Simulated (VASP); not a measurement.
Input:

```
CELL_PARAMETERS angstrom
      3.93430     0.00000     0.00000
     -1.96715     3.40720     0.00000
      0.00000     0.00000     6.52149
ATOMIC_POSITIONS crystal
  Zn 0.00000 0.00000 0.99889
  Cd 0.33333 0.66667 0.50725
  S  0.33333 0.66667 0.89225
  S  0.00000 0.00000 0.35360
```

All values below come from PBEsol GGA, VASP's PBE PAW potentials (set 64) (plane waves; VASP). Settings: 400 eV cut-off, Gaussian smearing of 0.050 eV, potentials Zn Cd S.

Question: Estimate the band gap (along the path) with the smallest direct gap where there is one.

Answer: 
```json
{
 "band gap (along the path)": "1.32 eV",
 "smallest direct gap (along the path)": "1.32 eV"
}
```

Total energies compare only between runs with the same potentials, cut-off and functional.

The structure comes from a computed database's ZnCdS2 entry (P3m1); how it stands against other phases isn't given here. It was relaxed first, which changed the volume by -5 %.
